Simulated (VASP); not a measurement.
Given:

```
CELL_PARAMETERS angstrom
      2.82931     0.00000     0.00000
      0.00000     2.78428     0.00000
      0.00000     0.00000     3.96764
ATOMIC_POSITIONS crystal
  Ti 0.00000 0.00000 0.00000
  Al 0.52424 0.50000 0.50000
```

The numbers are results of PBE GGA + U (Dudarev), VASP's PBE PAW potentials (set 64) (plane waves; VASP), not measurements. Run with 400 eV cut-off, 12×12×8 Γ-centred mesh, first-order Methfessel-Paxton smearing of 0.10 eV, potentials Ti_sv Al, U − J: Ti 2.00 eV.

Give the force on each atom (eV/Å).

```json
[
 {"atom": "Ti1", "Fx": "0.364", "Fy": "0.000", "Fz": "0.000"},
 {"atom": "Al2", "Fx": "-0.364", "Fy": "0.000", "Fz": "0.000"}
]
```

Give the stress tensor in GPa (positive for a compressed cell).

```
4.79  0.00  0.00
0.00  7.97  0.00
0.00  0.00  8.40
```
The pressure is its mean diagonal, 7.06 GPa.

The compound is TiAl in the L1_0 structure. The cell was not relaxed at this level, atoms are displaced from their ideal sites. The run is one of a series of settings (LDAU = .TRUE., LDAUJ = 0 0, LDAUL = 2 -1, LDAUTYPE = 2, LDAUU = 2.0 0 against the base run), some of them coarse on purpose. The electron count is odd and the run is not spin-polarised, which forces a metal.
